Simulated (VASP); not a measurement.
Data:

```xyz
3
Lattice="0.0000 2.9765 2.9765 2.9765 0.0000 2.9765 2.9765 2.9765 0.0000" Properties=species:S:1:pos:R:3 pbc="T T T"
Li     1.4882     1.4882     1.4882
Li     4.4647     4.4647     4.4647
Se     0.0000     0.0000     0.0000
```

Calculation: PBEsol GGA, VASP's PBE PAW potentials (set 64) (plane waves; VASP). Settings: 520 eV cut-off, 8×8×8 Γ-centred mesh, Gaussian smearing of 0.050 eV, potentials Li_sv Se.

Question: Give the energy at these volumes per atom, relative to the lowest: 16.49, 17.02, 17.54, 18.07, 18.59 Å³.

Answer: 8.3, 2.1, 0.0, 1.4, 5.9 meV/atom. A third-order Birch-Murnaghan fit gives B0 = 35.2 GPa and B0′ = 3.9.

Measured: a 6.002 Å (computed value off by -0.8 %), as given by Syrotyuk et al., Condensed Matter Physics (2015), arXiv:1510.06546. The calculation is for a static lattice, while the measured a holds thermal and zero-point effects, which are part of the difference.

The compound is Li2Se in the antifluorite structure. It was relaxed first.
